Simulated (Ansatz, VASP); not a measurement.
# Cross-check of HCl between VASP and Ansatz, part 2 of 2

One calculation is typed for both programs; each brings its own data sets. How far apart do they land? The cell is taken from a series of runs on this material, whose earlier steps may have relaxed, scaled, displaced or heated it; both programs get it as it stands.

VASP 6.6.1 and Ansatz 0.2.0.

So far: Starting point; VASP: zone-centre phonons, LDA.

## Step 3: Ansatz: zone-centre phonons, LDA

Level of this step: Ansatz beside VASP: Kohn-Sham DFT, plane waves, LDA (Ansatz).

Ansatz runs on norm-conserving files, of PseudoDojo where its log says so.

The same cell, functional (in two slightly different forms) and mesh now go to Ansatz.

input.yaml

```yaml
crystal:
  lattice:
    - [0.0, 3.2696347193, 3.2696347193]
    - [1.5293829948, 0.0, 3.2696347192]
    - [1.5293829948, 3.2696347192, 0.0]
  atoms:
    - { symbol: H, position: [0.0, 0.0, 0.0] }
    - { symbol: Cl, position: [0.5, 0.5, 0.5] }
kpoints:
  mp_grid: { grid: [12, 12, 12] }
hamiltonian:
  xc: lda
  pseudopotentials: { kind: nc, accuracy: standard }
scf:
  occupations: { method: fixed }
output:
  eigenvalues: true
basis:
  ecutwfc: 843.553
phonons:
  method: dfpt
  dielectric: true
  rigid_motions: translations
```

Command:

```console
> ansatz run input.yaml --threads 4 --pin off --max-ram 8192MiB --backend cpu --events-out ev --progress --plain --runs-dir out
```

Output:

```text
Warning: basis.ecutwfc = 843.553 eV is below the records' recommended 1006.821291 eV, and the density's cutoff is lower with it unless basis.ecutrho_ratio is high enough to keep the records' density cutoff: compare with a run at a higher cutoff
Engine: ansatz 0.2.0, aarch64-unknown-linux-gnu
Pseudopotentials: kind: nc
Pseudopotential: H, nc, valence charge 1, recommended cutoff 1006.821291 eV (normal), H.nc.azcp (PseudoDojo's, or run here from an input of PseudoDojo's; its table is named by hamiltonian.pseudopotentials.accuracy)
Pseudopotential: Cl, nc, valence charge 7, recommended cutoff 761.918815 eV (normal), Cl.nc.azcp (PseudoDojo's, or run here from an input of PseudoDojo's; its table is named by hamiltonian.pseudopotentials.accuracy)
Functional definition: SPW92
  exchange = slater_x
  correlation = pw_c
Crystal: 2 atoms, lattice volume = 32.700 Å³
Basis set: ecut = 843.553 eV, 1839 PW (Γ), exchange–correlation on 96×96×96 points (8 copies of the dense FFT grid, shifted against one another)
Bands: 8, of which v1, the nominal top of the filled ones, is band 4 counted from 1 (3 counted from 0)
Symmetry: 16 space group operations
k-points: 476 of 1728 (irreducible under 2 space group operations, time reversal used)
Non-local potential: H, projectors of the file, l = 0: 2, l = 1: 1
Non-local potential: Cl, projectors of the file, l = 0: 2, l = 1: 2, l = 2: 2
Initial density: superposition of atomic densities (chi_scale 0.1, normalization cell, long waves kept (reshape's long-wave potential 0.01 eV rms))
Initial wavefunctions: pseudopotential atomic-orbital guess
Functional: x = slater, c = lda
SCF iter   1: F=—  HF=-462.341446 eV  |F-HF|=—  |Δ(HF+E_count)|=         —  Δρ=2.14e-2  dr2=1.22e-1  ethr=3.10e-3  ⟨swp⟩=6.2  Hψ=30482  notcnv=0  defer=650
preconditioner: auto → none  [insulator: Δε(μ)=2.561 eV  Ē_g=15.505 eV  n_scr=4 (ndim 8)  ℏωp=18.4 eV  f_vac=0.037  ε∞_Penn≈2.4]
SCF iter   2: F=—  HF=-462.311916 eV  |F-HF|=—  |Δ(HF+E_count)|=   2.95e-2  Δρ=9.17e-3  dr2=1.09e-2  ethr=1.53e-3  ⟨swp⟩=3.4  Hψ=9935  notcnv=0  defer=950
SCF iter   3: F=—  HF=-462.312044 eV  |F-HF|=—  |Δ(HF+E_count)|=   1.29e-4  Δρ=3.04e-3  dr2=1.35e-3  ethr=1.36e-4  ⟨swp⟩=1.3  Hψ=3994  notcnv=0  defer=951
SCF iter   4: F=—  HF=-462.312218 eV  |F-HF|=—  |Δ(HF+E_count)|=   1.74e-4  Δρ=2.55e-4  dr2=9.84e-6  ethr=1.69e-5  ⟨swp⟩=2.5  Hψ=5569  notcnv=0  defer=951
SCF iter   5: F=—  HF=-462.312222 eV  |F-HF|=—  |Δ(HF+E_count)|=   3.21e-6  Δρ=3.17e-5  dr2=2.40e-7  ethr=1.23e-7  ⟨swp⟩=2.1  Hψ=5542  notcnv=0  defer=862
SCF iter   6: F=—  HF=-462.312223 eV  |F-HF|=—  |Δ(HF+E_count)|=   1.32e-6  Δρ=8.10e-6  dr2=1.17e-8  ethr=3.00e-9  ⟨swp⟩=2.5  Hψ=5819  notcnv=0  defer=157
SCF iter   7: F=-462.312223 eV  HF=-462.312223 eV  |F-HF|=4.66e-12  |Δ(HF+E_count)|=   4.47e-9  Δρ=5.35e-7  dr2=2.88e-11  ethr=1.25e-12  ⟨swp⟩=9.6  Hψ=36782  notcnv=0
SCF 1 converged in 7 iterations: F = -462.312223 eV  dr2 = 2.88e-11
NSCF: frozen V_eff on 1 k-points
DFPT response loops at Γ: preconditioner auto → none (the input reference at scf.mixing.eps_inf says where Resta's filter doesn't serve); β = 0.50; Broyden in place of MSR1
── the response to a field inside a basis, on 22×22×22 k-points: an SCF that follows is theirs, and a resumed run solves both again ──
Bands: 5, of which v1, the nominal top of the filled ones, is band 4 counted from 1 (3 counted from 0)
k-points: 2783 of 10648 (irreducible under 4 space group operations)
Initial density: handed on by an earlier stage of this run
Initial wavefunctions: pseudopotential atomic-orbital guess (no wavefunctions were taken with the density)
Eigensolver: Dense (2783 Hₖ)
SCF iter   1: F=—  HF=-462.312734 eV  |F-HF|=—  |Δ(HF+E_count)|=         —  Δρ=1.68e-4  dr2=3.56e-6  ethr=1.00e-1
preconditioner: auto → none  [insulator: Δε(μ)=2.454 eV  Ē_g=11.976 eV  n_scr=4 (ndim 8)  ℏωp=18.4 eV  f_vac=0.049  ε∞_Penn≈3.4]
SCF iter   2: F=—  HF=-462.312733 eV  |F-HF|=—  |Δ(HF+E_count)|=   6.56e-7  Δρ=6.87e-5  dr2=3.83e-7  ethr=4.45e-8
SCF iter   3: F=-462.312733 eV  HF=-462.312733 eV  |F-HF|=3.53e-9  |Δ(HF+E_count)|=   1.18e-8  Δρ=1.65e-5  dr2=1.95e-8  ethr=4.79e-9
SCF 1 converged in 3 iterations: F = -462.312733 eV  dr2 = 1.95e-8
DFPT response loops at Γ: mixed as the last ones told, above
WARN: field response: inside a basis, on 22×22×22 points, no mesh in reach settles it: take ε∞, Z* and everything formed from them with what they may err, as stated (eps_inf_uncertainty, zstar_uncertainty_e), and compare with field_mesh: kpoints on a denser kpoints.mp_grid
WARN: field response: ε∞ stands inside a basis, on 22×22×22 points; the force constants stand on the 12×12×12 k-mesh, whose period is 11.41 times the interband length at k = (0.0000, -0.5000, -0.5000), direct gap 3.364 eV, under 14: take them and everything formed from them as unconverged, and compare with a denser kpoints.mp_grid
SCF converged after 7 iterations
Free energy (F): -462.312223 eV
Harris-Foulkes:  -462.312223 eV  (|F-HF|=4.66e-12)
Internal energy: -462.312223 eV  (E = F + TS)
E sigma→0 (E₀):  -462.312223 eV
Fermi energy:    -0.412669 eV
--- Per-component energies (eV) ---
  E_band       = -44.217916
  E_kinetic    = 164.497048
  E_local      = -325.242826  (includes V_loc(G=0)·N_el)
  E_nonlocal   = 59.899649
  E_hartree    = 87.458503
  E_xc         = -129.859447
  E_vxc        = -118.288800  (∫ρ·V_xc dr)
  E_ewald      = -319.065150
  E_smearing   = -0.000000  (= −TS)
  E_closure    = -0.000000  (closes the sum)
  Σ components = -462.312223   (vs F -462.312223, Δ=0.00e0)
--- Band table (eV; the first three rows and the last of 476) ---
  k-point 0: bands = ["-15.3421", "-1.0212", "-0.6790", "-0.6790", "2.6544", "6.3196", "10.2400", "15.1171"]
  k-point 1: bands = ["-15.2488", "-1.9792", "-0.7183", "-0.6941", "3.7527", "6.5578", "10.3908", "13.9959"]
  k-point 2: bands = ["-14.9760", "-3.6420", "-0.8076", "-0.7311", "5.8082", "7.2112", "10.6236", "12.4892"]
  k-point 475: bands = ["-14.9946", "-3.1226", "-1.2168", "-0.4450", "2.3109", "9.7121", "11.1395", "13.6518"]
--- Phonons (Γ-DFPT): 4 representative perturbations + reference, on 476 of 1728 k-points (Σ response iterations 12) ---
  k mesh reduced under 2 symmetry operations, with k and −k counted as one. Each operation leaves every solved perturbation unchanged. A smaller set is not considered because the run solves the response to a homogeneous field
  ASR residual: 6.691e-4 → 0.000e0 eV/Å²; symmetrization residual: 2.958e-7 eV/Å²
  ASR residual per site (eV/Å²): 1.57e-4 6.69e-4
  Γ frequencies (cm⁻¹): -1827.33 -903.37 -903.37 0.00 0.00 0.00
  ε∞ (high-frequency dielectric tensor):
        9.117741    -0.000000    -0.000000
       -0.000000     2.331142    -0.000000
       -0.000000    -0.000000     2.331142
  softest optical mode at Γ: -1827.33 cm⁻¹; the repairs (sum rule, projections) moved no ω² at Γ by more than (6.54 cm⁻¹)²
  Born effective charges Z* (e; rows j = field, columns β = displacement):
    site 0:
         5.86060   -0.00000   -0.00000
        -0.00000    0.29025   -0.00000
        -0.00000   -0.00000    0.29025
    site 1:
        -5.86060    0.00000    0.00000
         0.00000   -0.29025    0.00000
         0.00000    0.00000   -0.29025
  Z* charge neutrality: 2.040e-3 e pre-enforcement
  solved inside a basis spanned on kpoints, on 22×22×22 k-points, which do not settle them: ε∞ is read to err by 6.2e-2, Z* by 5.4e-2 e (field_mesh: kpoints solves on kpoints); Z* is corrected for what the basis lacks
  optical modes at Γ without the LO–TO term, one row a degenerate level:
      ω (cm⁻¹)  modes    IR ((D/Å)²/amu)
      -1827.33      1           808.4679
       -903.37      2             3.9659
  optical modes at Γ + LO–TO along q̂ = [1.0000, 0.0000, 0.0000]:
      ω (cm⁻¹)  modes    IR ((D/Å)²/amu)
       -903.37      2             3.9659
       1563.44      1           808.4679
  optical modes at Γ + LO–TO along q̂ = [0.0000, 1.0000, 0.0000]:
      ω (cm⁻¹)  modes    IR ((D/Å)²/amu)
      -1827.33      1           808.4679
       -903.37      1             1.9829
       -872.12      1             1.9829
  optical modes at Γ + LO–TO along q̂ = [0.0000, 0.0000, 1.0000]:
      ω (cm⁻¹)  modes    IR ((D/Å)²/amu)
      -1827.33      1           808.4679
       -903.37      1             1.9829
       -872.12      1             1.9829
```

In the SCF lines HF is the Harris–Foulkes energy and dr2 the Hartree energy of the density residual, in eV; the loop may stop once dr2 is under the threshold and the program's other checks hold. Hψ counts applications of the Hamiltonian.

## Step 4: Side by side

Known differences besides the potentials themselves: the two LDA forms differ slightly; fixed occupations in Ansatz, narrow Gaussian smearing in VASP; VASP's response is taken on the typed mesh, Ansatz refines its own for the field response alone; the cutoff is 843.553 eV in Ansatz and 500 eV in VASP; VASP's log shows a relativistic correction to its local exchange, Ansatz's none; Ansatz's log warns that its cutoff lies below the recommended one. Total energies have different zeros and are not compared.

Compared:

```csv
quantity,Ansatz,VASP,difference
ε∞ xx,9.12,10.09,-9.64 %
ε∞ yy,2.33,2.33,+0.04 %
ε∞ zz,2.33,2.33,+0.04 %
Born charge of H1 (mean of the diagonal) (e),2.15,2.24,-0.09
Born charge of Cl2 (mean of the diagonal) (e),-2.15,-2.24,+0.09
"optical mode 1 (imaginary, printed as negative) (cm⁻¹)",-1827.3,-1844.9,+17.5
"optical mode 2 to 3 (imaginary, printed as negative) (cm⁻¹)",-903.4,-897.6,-5.8
```

Modes are paired by rising frequency, not by their patterns, so a pair may set unlike modes beside each other; they are those without the splitting of longitudinal modes.

## Step 5: Outcome

```yaml
difference_in_eps_infinity_xx_zone_centre_phonons_lda: -9.6 %
```

What this shows: The difference in ε∞ xx is -9.6 % (zone-centre phonons, LDA), beyond the 5 % picked in this series as the mark of a large difference. Ansatz's own log doubts the convergence of its zone-centre phonons, LDA run, which may account for the difference. Such differences can come from data sets, numerical settings and the points named under the comparisons, not from the functional's error against experiment.

[Lines on the potential files, build, host, timing and source positions are cut from VASP's logs without a mark.]

[Logs are printed without paths, hosts, clocks, repeated set-up lines and the standing remarks that a program may print on its own settings, such as how far it seeks lower states.]

[Hosts, paths, dates, database ids (printed as entryN), source tags and the programs' standing remarks are cut or masked in the printed files.]
